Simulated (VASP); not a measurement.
Method: PBE GGA, VASP's PBE PAW potentials (set 64) (plane waves; VASP).

A VASP calculation is set up with these files.

### POSCAR
```
CsBr
1
    4.3864558961     0.0000000000     0.0000000000
    0.0000000000     4.3864558961     0.0000000000
    0.0000000000     0.0000000000     4.3864558961
Cs Br
1 1
Direct
  0.0000000000   0.0000000000   0.0000000000
  0.5000000000   0.5000000000   0.5000000000
```

### KPOINTS
```
Automatic mesh
0
gamma
6 6 6
```

**INCAR**
```
! general
SYSTEM  = CsBr
PREC    = Accurate
ENCUT   = 480
LREAL   = .False.
LASPH   = .True.

! electronic loop
EDIFF   = 1E-7
NELM    = 100
ALGO    = Normal
LMAXMIX = 4

! smearing
ISMEAR  = 0
SIGMA   = 0.05

! functional
GGA     = PE

! ions
ISIF    = 2

! output
LWAVE   = .False.
LCHARG  = .False.
```

POTCAR, in this order: Cs_sv Br (PBE.64 set). Program: vasp_std.

What will the output report for the number of irreducible k-points (NKPTS), number of bands (NBANDS), largest plane-wave count, number of space-group operations, FFT grid (NGX, NGY, NGZ)?

```yaml
number of irreducible k-points (NKPTS): 20
number of bands (NBANDS): 12
largest_plane_wave_count: 2040
number_of_space_group_operations: 48
FFT grid (NGX, NGY, NGZ): 32 × 32 × 32
```

The compound is CsBr in the CsCl type structure. It was relaxed first, which changed the volume by +7 %.
